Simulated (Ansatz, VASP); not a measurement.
## Cross-check of Ti2CF2 between VASP and Ansatz

Aim: how closely do two programs agree when they are given the same cell, functional and k mesh? The structure shown is the start of the Ansatz relaxation below; VASP solves that cell, so the two are compared at the walk's first step.

Main program and level: Ansatz 0.2.0; plane waves, with VASP 6.6.1 beside it; single point at PBE.

### 1. The starting structure

The cell holds 5 atoms: 1 C, 2 Ti and 2 F. Its edges and angles: a = 3.040 Å, b = 3.040 Å, c = 33.200 Å, α = 90.0°, β = 90.0°, γ = 120.0°. Vacuum lies along c. The height across the vacuum is the one that the program set for its solve, not the one typed.

### 2. Ansatz: relaxation, PBE

Ansatz runs on its default PAW (the set named soft_2) files.

The two programs are compared at the cell with which this relaxation starts, whose forces are those of its first step.

Input file input.yaml:

```yaml
crystal:
  lattice:
    - [3.04, 0.0, 0.0]
    - [-1.52, 2.63272, 0.0]
    - [0.0, 0.0, 20.0]
  atoms:
    - { symbol: C, position: [0.0, 0.0, 0.5] }
    - { symbol: Ti, position: [0.333333, 0.666667, 0.56] }
    - { symbol: Ti, position: [0.666667, 0.333333, 0.44] }
    - { symbol: F, position: [0.666667, 0.333333, 0.6175] }
    - { symbol: F, position: [0.333333, 0.666667, 0.3825] }
  periodic: [true, true, false]
kpoints:
  mp_grid: { grid: [9, 9, 1] }
hamiltonian:
  xc: pbe
scf:
  occupations: { method: gaussian, width: 0.1 }
output:
  forces: true
  stress: true
  eigenvalues: true
relax:
  adjacent_minimum: "off"
  f_tol: 0.05
  max_steps: 80
  cell: { stress_2d_tol: 0.02 }
```

Launch:

```
$ ansatz run input.yaml --threads 8 --pin off --max-ram 14336MiB --backend cpu --events-out ev --progress --plain --runs-dir out
```

Numbers of over 12 decimals in the logs are rounded to 6 here.

The program printed:

```text
Warning: crystal.periodic: the lattice vector that does not repeat stood 0.000° off the slab's normal, 20.000 Å along it as the deck builds it. The run solves the slab on a vector along the normal, 33.200 Å long, with every atom where it was (on the deck's vector they left 15.30 Å outside them, and the widest stretch free of ions among them is 1.20 Å). A fractional position that the run reports is one of the run's ce [...]
[...]
Initial wavefunctions: pseudopotential atomic-orbital guess (no wavefunctions were taken with the density)
iter 1 solved again at ethr=4.17e-8 eV; its pass at ethr=3.10e-3 eV (dr2=1.75e-5 eV) is discarded
SCF iter   1: F=—  HF=-6872.463844 eV  |F-HF|=—  |Δ(HF+E_count)|=         —  Δρ=6.41e-5  dr2=1.00e-6  ethr=4.17e-8  ⟨swp⟩=7.8  Hψ=3632  notcnv=0
preconditioner: auto → LDOS  [metal: Δε(μ)=0.024 eV  Ē_g=7.364 eV  σ=0.100 eV  W_gap=0.14  n_scr=20 (ndim 8)  ℏωp=10.6 eV  f_vac=0.779  D(μ)=2.80/eV (n_scr^D=14)  β→1.0]
SCF iter   2: F=—  HF=-6872.464607 eV  |F-HF|=—  |Δ(HF+E_count)|=   7.63e-4  Δρ=2.47e-5  dr2=8.50e-7  ethr=2.39e-9  ⟨swp⟩=4.0  Hψ=646  notcnv=0
SCF iter   3: F=—  HF=-6872.464594 eV  |F-HF|=—  |Δ(HF+E_count)|=   1.28e-5  Δρ=5.19e-6  dr2=3.03e-8  ethr=2.02e-9  ⟨swp⟩=2.6  Hψ=504  notcnv=0
SCF iter   4: F=—  HF=-6872.464606 eV  |F-HF|=—  |Δ(HF+E_count)|=   1.18e-5  Δρ=7.53e-7  dr2=8.57e-10  ethr=7.22e-11  ⟨swp⟩=3.9  Hψ=760  notcnv=0
SCF iter   5: F=—  HF=-6872.464606 eV  |F-HF|=—  |Δ(HF+E_count)|=   7.80e-7  Δρ=1.68e-7  dr2=6.35e-11  ethr=2.04e-12  ⟨swp⟩=3.2  Hψ=666  notcnv=0
SCF iter   6: F=—  HF=-6872.464607 eV  |F-HF|=—  |Δ(HF+E_count)|=   8.29e-8  Δρ=5.14e-8  dr2=6.95e-12  ethr=1.00e-12  ⟨swp⟩=2.0  Hψ=410  notcnv=0
SCF iter   7: F=-6872.464607 eV  HF=-6872.464607 eV  |F-HF|=9.46e-11  |Δ(HF+E_count)|=   1.05e-8  Δρ=2.44e-8  dr2=1.29e-12  ethr=1.00e-12  ⟨swp⟩=11.3  Hψ=2117  notcnv=0
SCF 6 converged in 7 iterations: F = -6872.464607 eV  dr2 = 1.29e-12
relax step   6: F+E_penalty+E_count = -6872.46460656 eV  Δ(F+E_penalty+E_count) = -1.889e-3 eV  max|allowed force component| = 1.085e-3 eV/Å  Δτ_max = 0.0000 Å  P = +0.059 N/m  Ω = 268.254 Å³  fix = [c, alpha, beta]  reactions: c +0.000 N/m  stress off target by 5.88e-2 N/m on what of the cell is left free  SCF on the basis re-selected at this cell (its energy is not comparable with the rows above)  (7 SCF iters)
[...]
relax step   7: F+E_penalty+E_count = -6872.46452858 eV  Δ(F+E_penalty+E_count) = +7.798e-5 eV  max|allowed force component| = 3.125e-4 eV/Å  Δτ_max = 0.0005 Å  P = +0.005 N/m  Ω = 268.374 Å³  energy of the carried Pulay correction = -8.557e-5 eV  fix = [c, alpha, beta]  reactions: c +0.000 N/m  (4 SCF iters, dr2 threshold 3.99e-9 eV, accepted)
[...]
relax step   8: F+E_penalty+E_count = -6872.46456746 eV  Δ(F+E_penalty+E_count) = -3.888e-5 eV  max|allowed force component| = 3.073e-4 eV/Å  Δτ_max = 0.0000 Å  P = +0.006 N/m  Ω = 268.374 Å³  fix = [c, alpha, beta]  reactions: c +0.000 N/m  stress off target by 5.86e-3 N/m on what of the cell is left free  SCF on the basis re-selected at this cell (its energy is not comparable with the rows above)  (5 SCF iters)
basis re-selected at this cell: Δ(F+E_penalty+E_count) = -3.888e-5 eV, ΔP = +0.001 N/m vs the last step (what re-selecting the basis moved, of the pressure what is left beyond the Pulay correction that the steps carried, after the strain that the cell walked since its last selection, with what the two solves' SCF thresholds leave and, on support functions, any second-order correction that the steps lacked; it is no m [...]
SCF converged after 5 iterations
Free energy (F): -6872.464567 eV
Harris-Foulkes:  -6872.464567 eV  (|F-HF|=3.79e-9)
Internal energy: -6872.450580 eV  (E = F + TS)
E sigma→0 (E₀):  -6872.457574 eV
Entropy (-TS):   -0.013987 eV (-2.797 meV/atom)
Fermi energy:    -4.861424 eV
--- Per-component energies (eV) ---
  E_band       = -1065.887992
  E_kinetic    = 1050.364125
  E_local      = -128410.860118  (includes V_loc(G=0)·N_el)
  E_nonlocal   = 187.007139
  E_hartree    = 63548.768122
  E_xc         = -405.421441
  E_vxc        = -511.849665  (∫ρ·V_xc dr)
  E_paw        = -2593.872803  (= ΣΔE_a)
  E_vpaw       = -478.090064  (= ΣTr[D̂ρ^β])
  E_aug_tail   = 0.004371  (compensation charges beyond the density's cutoff)
  E_ewald      = 59751.560024
  E_smearing   = -0.013987  (= −TS)
  E_closure    = -0.000000  (closes the sum)
  Σ components = -6872.464567   (vs F -6872.464567, Δ=0.00e0)
--- Forces (eV/Å), atoms counted from 1 ---
  atom   1  C     -0.00000000     0.00000000     0.00000000
  atom   2  Ti     0.00000000     0.00000000     0.00030731
  atom   3  Ti     0.00000000    -0.00000000    -0.00030731
  atom   4  F      0.00000000    -0.00000000    -0.00018639
  atom   5  F      0.00000000     0.00000000     0.00018639
  max |Σ_I F_I| component: 7.40e-17 eV/Å
--- 2D stress c σ (N/m, compression-positive) ---
        0.005861      -0.000000      -0.000000
       -0.000000       0.005861       0.000000
       -0.000000       0.000000       0.000000
  P = ½ c Tr σ = 0.0059 N/m
--- Band table (eV; the first three rows and the last of 12) ---
  k-point 0: bands = ["-62.4330", "-62.3575", "-38.9918", "-38.6051", "-38.4965", "-38.4965", "-38.4439", "-38.4439", "-29.9201", "-29.8963", "-16.6568", "-12.3722", "-11.2925", "-11.2609", "-11.2609", "-11.1149", "-11.1149", "-8.6199", "-7.4657", "-7.4657", "-4.8683", "-4.8683", "-4.5713", "-3.2441", "-3.2441", "-3.1531"]
  k-point 1: bands = ["-62.4250", "-62.3535", "-38.9720", "-38.6347", "-38.5188", "-38.5127", "-38.4901", "-38.4484", "-29.8947", "-29.8758", "-16.5312", "-12.2276", "-11.6052", "-11.3293", "-11.2551", "-11.1340", "-11.0533", "-8.5439", "-7.8762", "-7.5533", "-5.0920", "-4.6575", "-4.4330", "-3.3317", "-3.2115", "-3.2045"]
  k-point 2: bands = ["-62.4041", "-62.3439", "-38.9242", "-38.7410", "-38.6102", "-38.5502", "-38.5340", "-38.4631", "-29.8343", "-29.8257", "-16.1973", "-11.9194", "-11.7997", "-11.7545", "-11.2580", "-11.1979", "-11.1884", "-8.6183", "-8.4394", "-7.6963", "-5.6498", "-4.1327", "-4.0290", "-3.2803", "-3.2032", "-3.0501"]
  k-point 11: bands = ["-62.3372", "-62.3372", "-38.8605", "-38.8605", "-38.8276", "-38.6623", "-38.5945", "-38.5945", "-29.7075", "-29.7075", "-15.2164", "-12.1228", "-12.1111", "-11.7616", "-11.7616", "-11.3901", "-11.3901", "-9.2023", "-9.2023", "-8.2402", "-4.4076", "-3.8449", "-3.8449", "-2.8466", "-2.8466", "-2.7995"]
--- Relaxed structure (6 steps of the walk, 6 accepted, 2 SCFs on fresh bases) ---
  F+E_penalty+E_count = -6872.46456746 eV   max|allowed force component| = 3.073e-4 eV/Å   (the final SCF, on the basis selected at the relaxed cell)
  cell:  # Å, volume = 268.3742 Å³
    - [3.055175, 0, 0]
    - [-1.527587, 2.645859, 0]
    - [0, 0, 33.2]
  atoms:
    - { symbol: C, position: [0, 0, 0.301205] }
    - { symbol: Ti, position: [0.333333, 0.666667, 0.335450] }
    - { symbol: Ti, position: [0.666667, 0.333333, 0.266959] }
    - { symbol: F, position: [0.666667, 0.333333, 0.373188] }
    - { symbol: F, position: [0.333333, 0.666667, 0.229222] }
```

Reading the cycles: dr2 is the Hartree energy of the density residual (eV), the measure of convergence; HF is the Harris–Foulkes estimate of the energy, which meets the free energy F at convergence.

### 3. VASP: single point, PBE, start cell, pair 1

The same cell, functional, mesh and smearing now go to VASP, with its own data sets.

Lines of VASP's logs that name or quote its potential files are left out, and so is its time.

Input file INCAR:

```
SYSTEM = Ti2CF2
PREC = Accurate
ENCUT = 520
EDIFF = 1E-06
NELM = 120
ISMEAR = 0
SIGMA = 0.1
LREAL = .FALSE.
ALGO = Normal
GGA = PE
NBANDS = 27
LASPH = .TRUE.
LORBIT = 11
LWAVE = .FALSE.
LCHARG = .FALSE.
ISIF = 2
LDIPOL = .TRUE.
IDIPOL = 3
DIPOL = 0.5 0.5 0.301
LVHAR = .TRUE.
GGA_COMPAT = .FALSE.
NELMDL = -8
KPAR = 2
```

Input file POSCAR:

```
Ti2CF2
1.0
    3.0400020000      0.0000000000      0.0000000000
   -1.5200010000      2.6327190000      0.0000000000
    0.0000000000      0.0000000000     33.2000000000
C Ti F
1 2 2
Direct
    0.0000000000      0.0000000000      0.3012048193
    0.3333333333      0.6666666667      0.3373493976
    0.6666666667      0.3333333333      0.2650602410
    0.6666666667      0.3333333333      0.3719879518
    0.3333333333      0.6666666667      0.2304216867
```

Input file KPOINTS:

```
Automatic mesh
0
Gamma
9 9 1
0 0 0
```

The projector-augmented-wave data sets are C, Ti_sv and F (PBE family, release 64).

Launch:

```
$ mpirun -np 2 vasp_std
```

The program printed:

```text
[banner, memory and clock lines left out]
running    2 mpi-ranks, on    1 nodes
 distrk:  each k-point on    1 cores,    2 groups
 distr:  one band on    1 cores,    1 groups

 POSCAR found type information on POSCAR C TiF
 POSCAR found :  3 types and       5 ions
 LDA part: xc-table for (Slater+PW92), standard interpolation
 POSCAR, INCAR and KPOINTS ok, starting setup
 FFT: planning ... GRIDC
 FFT: planning ... GRID_SOFT
 FFT: planning ... GRID
 WAVECAR not read
 entering main loop
       N       E                     dE             d eps       ncg     rms          rms(c)
DAV:   1     0.495483377338E+03    0.49548E+03   -0.21242E+04   768   0.135E+03
DAV:   2     0.235553441020E+02   -0.47193E+03   -0.46473E+03   836   0.405E+02
DAV:   3    -0.435307967323E+02   -0.67086E+02   -0.66724E+02   910   0.158E+02
DAV:   4    -0.495795913858E+02   -0.60488E+01   -0.60396E+01  1029   0.429E+01
DAV:   5    -0.499909269111E+02   -0.41134E+00   -0.41130E+00   941   0.830E+00
DAV:   6    -0.500029250645E+02   -0.11998E-01   -0.11998E-01  1064   0.174E+00
DAV:   7    -0.500032617779E+02   -0.33671E-03   -0.33671E-03   933   0.218E-01
DAV:   8    -0.500032683447E+02   -0.65668E-05   -0.65668E-05  1061   0.390E-02    0.239E+01
DAV:   9    -0.397430658593E+02    0.10260E+02   -0.85041E+01   827   0.702E+01    0.726E+00
DAV:  10    -0.394211631856E+02    0.32190E+00   -0.64634E+00   786   0.204E+01    0.459E+00
DAV:  11    -0.393471141433E+02    0.74049E-01   -0.75587E-01   948   0.555E+00    0.102E+00
DAV:  12    -0.393391855844E+02    0.79286E-02   -0.90945E-02   816   0.246E+00    0.526E-01
DAV:  13    -0.393297257929E+02    0.94598E-02   -0.17419E-02   813   0.968E-01    0.154E-01
DAV:  14    -0.393288685846E+02    0.85721E-03   -0.17935E-03   892   0.309E-01    0.805E-02
[...]
DAV:  19    -0.393284927531E+02   -0.30630E-03   -0.44909E-05   687   0.366E-02    0.649E-03
DAV:  20    -0.393287345792E+02   -0.24183E-03   -0.28167E-05   692   0.294E-02    0.774E-03
DAV:  21    -0.393288305911E+02   -0.96012E-04   -0.10335E-05   720   0.192E-02    0.134E-03
DAV:  22    -0.393288696297E+02   -0.39039E-04   -0.13921E-06   580   0.602E-03    0.793E-04
DAV:  23    -0.393288890198E+02   -0.19390E-04   -0.75969E-07   537   0.337E-03    0.548E-04
DAV:  24    -0.393288929381E+02   -0.39183E-05   -0.11147E-07   441   0.198E-03    0.368E-04
DAV:  25    -0.393288947427E+02   -0.18046E-05   -0.51011E-08   403   0.125E-03    0.202E-04
DAV:  26    -0.393288953051E+02   -0.56237E-06   -0.20793E-08   357   0.809E-04
   1 F= -.39328895E+02 E0= -.39323420E+02  d E =-.109503E-01
```

From OUTCAR (step 3):

```text
ion  position               nearest neighbor table
   1  0.000  0.000  0.301-   3 2.13   2 2.13   3 2.13   2 2.13   3 2.13   2 2.13
   2  0.333  0.667  0.337-   4 2.10   4 2.10   4 2.10   1 2.13   1 2.13   1 2.13
   3  0.667  0.333  0.265-   5 2.10   5 2.10   5 2.10   1 2.13   1 2.13   1 2.13
   4  0.667  0.333  0.372-   2 2.10   2 2.10   2 2.10
   5  0.333  0.667  0.230-   3 2.10   3 2.10   3 2.10

  LATTYP: Found a hexagonal cell.
 ALAT       =     3.0400020000
 C/A-ratio  =    10.9210454467

 Subroutine GETGRP returns: Found 12 space group operations
 (whereof  6 operations were pure point group operations)

The static configuration has the point symmetry C_3v.
 The point group associated with its full space group is D_3d.

 Found     12 irreducible k-points:

   k-points           NKPTS =     12   k-points in BZ     NKDIM =     12   number of bands    NBANDS=     27

   dimension x,y,z NGX =    24 NGY =   24 NGZ =  250
   dimension x,y,z NGXF=    48 NGYF=   48 NGZF=  500

   ENCUT  =  520.0 eV  38.22 Ry    6.18 a.u.   5.65  5.65 61.73*2*pi/ulx,y,z

   NELECT =      42.0000    total number of electrons

 k-points in reciprocal lattice and weights: Automatic mesh
   0.00000000  0.00000000  0.00000000       0.012
   0.11111111 -0.00000000  0.00000000       0.074
   0.22222222  0.00000000  0.00000000       0.074
   0.33333333  0.00000000  0.00000000       0.074
   0.44444444  0.00000000  0.00000000       0.074
   0.11111111  0.11111111  0.00000000       0.074
   0.22222222  0.11111111  0.00000000       0.148
   0.33333333  0.11111111  0.00000000       0.148
   0.44444444  0.11111111  0.00000000       0.074
   0.22222222  0.22222222  0.00000000       0.074
   0.33333333  0.22222222  0.00000000       0.148
   0.33333333  0.33333333  0.00000000       0.025

 dipolmoment           0.000000      0.000000     -0.000001 electrons x Angstroem

 average (electrostatic) potential at core
       1 -55.8526       2 -83.1833       3 -83.1833       4 -83.6661       5 -83.6661

 E-fermi :  -1.4746

 k-point     1 :       0.0000    0.0000    0.0000
  band No.  band energies     occupation
    ...
     18      -5.2470      2.00000
     19      -3.7284      2.00000
     20      -3.7284      2.00000
     21      -1.4581      0.81533
     22      -1.4581      0.81533
     23      -1.3819      0.18986
     24      -0.0942      0.00000
     25      -0.0942      0.00000
     26       0.1312      0.00000
     27       0.1312      0.00000

 k-point     2 :       0.1111   -0.0000    0.0000
  band No.  band energies     occupation
    ...
     17      -8.5169      2.00000
     18      -5.1624      2.00000
     19      -4.2293      2.00000
     20      -3.8495      2.00000
     21      -1.6993      1.99851
     22      -1.2346      0.00069
     23      -1.1464      0.00000
     24      -0.1719      0.00000
     25       0.0132      0.00000
     26       0.0598      0.00000
    ...

 k-point     3 :       0.2222    0.0000    0.0000
  band No.  band energies     occupation
    ...
     17      -8.5678      2.00000
     18      -5.1568      2.00000
     19      -5.0411      2.00000
     20      -4.0487      2.00000
     21      -2.2462      2.00000
     22      -0.7140      0.00000
     23      -0.6294      0.00000
     24      -0.2173      0.00000
     25       0.1770      0.00000
     26       0.2634      0.00000
    ...

  Total        1.2440906      1.2440906      0.0715578      0.0000000      0.0000000     -0.0000000
  in kB        7.5014657      7.5014660      0.4314705      0.0000000      0.0000000     -0.0000000
  external PRESSURE =       5.1448007 kB  Pullay stress =       0.0000000 kB

  energy-cutoff  :      520.00
  volume of cell :      265.72
      direct lattice vectors                 reciprocal lattice vectors
     3.040002000  0.000000000  0.000000000     0.328947152  0.189917724  0.000000000
    -1.520001000  2.632719000  0.000000000     0.000000000  0.379835448  0.000000000
     0.000000000  0.000000000 33.200000000     0.000000000  0.000000000  0.030120482

 POSITION                                       TOTAL-FORCE (eV/Angst)
 -----------------------------------------------------------------------------------
      0.00000      0.00000     10.00000         0.000000      0.000000      0.000000
     -0.00000      1.75515     11.20000         0.000000     -0.000000     -2.255109
      1.52000      0.87757      8.80000         0.000000      0.000000      2.255109
      1.52000      0.87757     12.35000        -0.000000      0.000000      1.187848
     -0.00000      1.75515      7.65000        -0.000000      0.000000     -1.187848
 -----------------------------------------------------------------------------------
    total drift:                               -0.000000     -0.000000     -0.000044

  FREE ENERGIE OF THE ION-ELECTRON SYSTEM (eV)
  ---------------------------------------------------
  free  energy   TOTEN  =       -39.3288953051 eV

  energy  without entropy=      -39.3179449809  energy(sigma->0) =      -39.32342014

 vacuum level on the upper side and lower side of the slab         2.448         2.448

 total charge
# of ion       s       p       d       tot
------------------------------------------
    1        0.886   1.557   0.000   2.443
    2        2.175   6.188   1.968  10.331
    3        2.175   6.188   1.968  10.331
    4        1.738   4.374   0.000   6.112
    5        1.738   4.374   0.000   6.112
--------------------------------------------------
tot          8.711  22.682   3.936  35.329

[... 3 further parts left out ...]
```

This run has no spin polarisation, so a moment on Ti, if there is one, isn't seen.

### 4. Differences

Known differences besides the potentials themselves: Ansatz cuts the interaction across the vacuum, VASP repeats the sheet with a dipole correction; Ansatz takes its cutoff from its data sets, VASP runs at 520 eV. Total energies have different zeros and are not compared.

Forces (eV/Å; atoms numbered as in POSCAR):

```tsv
atom	Ansatz x, y, z	VASP x, y, z
C1	0.000, 0.000, 0.000	0.000, 0.000, 0.000
Ti2	0.000, 0.000, -2.251	0.000, 0.000, -2.255
Ti3	0.000, 0.000, 2.251	0.000, 0.000, 2.255
F4	0.000, 0.000, 1.154	0.000, 0.000, 1.188
F5	0.000, 0.000, -1.154	0.000, 0.000, -1.188
```

The forces differ by 12 meV/Å r.m.s., which is 1.3 % of the r.m.s. force of 0.931 eV/Å (both taken over all components). With vacuum in the cell, a pressure given here is an average over mostly empty space and none of the material.

### 5. Ansatz: relaxation, PBE

The two programs are compared at the cell with which this relaxation starts, whose forces are those of its first step.

The structure compared here is the start of the Ansatz relaxation; VASP solves that cell, so the two are compared at the walk's first step.

Input file input.yaml:

```yaml
crystal:
  lattice:
    - [3.0551747236, 0.0, 0.0]
    - [-1.5275873618, 2.6458589236, 0.0]
    - [0.0, 0.0, 33.2]
  atoms:
    - { symbol: C, position: [0.0, 0.0, 0.3012048193] }
    - { symbol: Ti, position: [0.3333333333, 0.6666666667, 0.3354503225] }
    - { symbol: Ti, position: [0.6666666667, 0.3333333333, 0.2669593161] }
    - { symbol: F, position: [0.6666666667, 0.3333333333, 0.3731879394] }
    - { symbol: F, position: [0.3333333333, 0.6666666667, 0.2292216992] }
  periodic: [true, true, false]
kpoints:
  mp_grid: { grid: [15, 15, 1] }
hamiltonian:
  xc: pbe
scf:
  occupations: { method: gaussian, width: 0.1 }
output:
  forces: true
  stress: true
  eigenvalues: true
  write_density: true
  write_potential: true
  elf: true
  volumetric_format: npy
relax:
  adjacent_minimum: "off"
  f_tol: 0.005
  max_steps: 80
  cell: { stress_2d_tol: 0.02 }
```

Launch:

```
$ ansatz run input.yaml --threads 8 --pin off --max-ram 14336MiB --backend cpu --events-out ev --progress --plain --runs-dir out
```

The program printed:

```text
[...]
Crystal: 5 atoms, lattice volume = 268.374 Å³
Basis set: ecut = 420 eV, 5235 PW (Γ), exchange–correlation on 48×48×450 points (8 copies of the dense FFT grid, shifted against one another)
Bands: 26, of which v1, the nominal top of the filled ones, is band 21 counted from 1 (20 counted from 0)
Symmetry: 12 space group operations
[...]
k-points: 27 of 225
[...]
cell:  # Å, volume = 268.3169 Å³
    - [3.054848, 0.0, 0]
    - [-1.527424, 2.645576, 0]
    - [0, 0, 33.2]
  atoms:
    - { symbol: C, position: [0, 0, 0.3012048193] }
    - { symbol: Ti, position: [0.333333, 0.666667, 0.335449] }
    - { symbol: Ti, position: [0.666667, 0.333333, 0.266960] }
    - { symbol: F, position: [0.666667, 0.333333, 0.373162] }
    - { symbol: F, position: [0.333333, 0.666667, 0.229248] }
[key lines of the parts left out:]
SCF converged after 6 iterations
Free energy (F): -6872.478882 eV
Fermi energy:    -4.778937 eV
P = ½ c Tr σ = -0.0031 N/m
```

(Part 1 of 2 ends here.)

[Lines on the potential files, build, host, timing and source positions are cut from VASP's logs without a mark.]

[Logs are printed without paths, hosts, clocks, repeated set-up lines and the standing remarks that a program may print on its own settings, such as how far it seeks lower states.]

[Hosts, paths, dates, database ids (printed as entryN), source tags and the programs' standing remarks are cut or masked in the printed files.]
